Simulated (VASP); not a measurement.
These are PBEsol GGA, VASP's PBE PAW potentials (set 64) (plane waves; VASP) values and carry that method's errors.

The input files of a VASP run:

POSCAR:
```
ZrB2
1.0
  1.5773694155  -2.7320844332   0.0000000000
  1.5773694155   2.7320844332   0.0000000000
  0.0000000000   0.0000000000   3.5119726415
Zr B
1 2
direct
  0.0000000000   0.0000000000   0.0000000000
  0.3333330000   0.6666670000   0.5000000000
  0.6666670000   0.3333330000   0.5000000000
```

**INCAR**
```
ALGO  =  Normal
EDIFF  =  1E-6
EDIFFG  =  -0.02
ENCUT  =  620
GGA  =  PS
IBRION  =  2
ISIF  =  3
ISMEAR  =  1
LASPH  =  .True.
LCHARG  =  .False.
LMAXMIX  =  4
LREAL  =  .False.
LWAVE  =  .False.
NELM  =  100
NSW  =  40
PREC  =  Accurate
SIGMA  =  0.1
SYSTEM  =  ZrB2
```

File KPOINTS:
```
Automatic mesh
0
Gamma
11 11 9
0 0 0
```

POTCAR, in this order: Zr_sv B (PBE.64 set). Program: vasp_std.

Question: What will the output report for the number of irreducible k-points (NKPTS), largest plane-wave count, number of space-group operations, FFT grid (NGX, NGY, NGZ)?

Answer: 
* **number of irreducible k-points (NKPTS)**: 80
* **largest plane-wave count**: 1083
* **number of space-group operations**: 24
* **FFT grid (NGX, NGY, NGZ)**: 28 × 28 × 30

The compound is ZrB2 in the AlB2 type structure. It was relaxed first.
